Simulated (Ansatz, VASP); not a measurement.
## Y2Si3O: VASP beside Ansatz

The input INCAR:

```
SYSTEM = Y2Si3O
PREC = Accurate
ENCUT = 520
EDIFF = 1E-6
ISMEAR = 0
SIGMA = 0.1
LREAL = .False.
LASPH = .True.
NELM = 100
ALGO = Normal
ISIF = 2
LWAVE = .False.
LCHARG = .False.
GGA = PE
NBANDS = 29
```

The input KPOINTS:

```
regular mesh
0
Gamma
  6 6 4
  0 0 0
```

Contents of POSCAR:

```
Y2Si3O
1.0
    4.6212036500      0.0000000000      0.0000000000
   -2.3106018300      4.0020797600      0.0000000000
    0.0000000000      0.0000000000      5.9866384900
Y Si O
2 3 1
Direct
    0.0000000000      0.0000000000      0.0000000000
    0.0000000000      0.0000000000      0.5000000000
    0.4505421400      0.5494578600      0.5000000000
    0.4505421400      0.9010842700      0.5000000000
    0.0989157300      0.5494578600      0.5000000000
    0.6666666700      0.3333333300      0.5000000000
```

Input for Ansatz:

```yaml
crystal:
  lattice:
    - [4.62120365, 0.0, 0.0]
    - [-2.31060183, 4.00207976, 0.0]
    - [0.0, 0.0, 5.98663849]
  atoms:
    - { symbol: "Y", position: [0.0, 0.0, 0.0] }
    - { symbol: "Y", position: [0.0, 0.0, 0.5] }
    - { symbol: Si, position: [0.45054214, 0.54945786, 0.5] }
    - { symbol: Si, position: [0.45054214, 0.90108427, 0.5] }
    - { symbol: Si, position: [0.09891573, 0.54945786, 0.5] }
    - { symbol: O, position: [0.66666667, 0.33333333, 0.5] }
basis:
  ecutwfc: 420
kpoints:
  mp_grid: { grid: [6, 6, 4] }
hamiltonian:
  xc: pbe
scf:
  occupations: { method: gaussian, width: 0.1 }
  lower_state_search: "off"
output:
  forces: true
  stress: true
  eigenvalues: true
```

Alike in both runs: task single point; functional PBE; k mesh 6 × 6 × 4; occupations gaussian, width 0.1 eV; no spin polarisation.

|  | VASP | Ansatz |
| --- | --- | --- |
| version | VASP 6.6.1 | Ansatz 0.2.0 |
| potentials or method | VASP PAW PBE potentials, release 64 (Y_sv, Si, O) | scalar-relativistic, plane waves, PAW |
| plane-wave cutoff (eV) | 520 | 420 |
| valence electrons in the cell | 40 | 40 |

```csv
,VASP,Ansatz,Ansatz less VASP
gap on the k mesh at the Fermi level (eV),none,none,-
rms of the force components (eV/Å),15.512,15.720,+0.2078
```

Atom by atom the forces differ by 0.208 eV/Å (rms over components). A gap of «none» marks a metal or a gap that the smearing closes.

Caveats: forces of over 1 eV/Å show positions far from the minimum, so gaps and moduli don't describe the material at rest.
